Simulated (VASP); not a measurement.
Here is the system:

```
CELL_PARAMETERS angstrom
     -1.59377     1.59377     3.89131
      1.59377    -1.59377     3.89131
      1.59377     1.59377    -3.89131
ATOMIC_POSITIONS crystal
  Si 0.66534 0.66534 0.00000
  Si 0.33466 0.33466 0.00000
  W  0.00000 0.00000 0.00000
```

All values below come from LDA (Ceperley-Alder, Perdew-Zunger), VASP's LDA PAW potentials (set 64) (plane waves; VASP 6.6.1). Run with 500 eV cut-off, 13×13×13 Γ-centred mesh, first-order Methfessel-Paxton smearing of 0.10 eV, potentials Si W_sv.

Problem. The ions, cell shape and volume at an external pressure of 5.0 GPa are relaxed. Which structure does the run end with?

Solution. 
```
CELL_PARAMETERS angstrom
     -1.58258     1.58258     3.86942
      1.58258    -1.58258     3.86942
      1.58258     1.58258    -3.86942
ATOMIC_POSITIONS crystal
  Si 0.66569 0.66569 0.00000
  Si 0.33431 0.33431 0.00000
  W  0.00000 0.00000 0.00000
```
Space group I4/mmm (139), at a tolerance of 0.03 Å.

Problem. How do energy and volume change from the first to the last step?

Solution. The energy (σ→0) changes by +4.1 meV/atom and the volume by -2.0 %, in 5 ionic steps.

The compound is WSi2 in the MoSi2 type structure. This run relaxes it under an external pressure of 5 GPa. Symmetry was kept, so distortions that lower it aren't found.
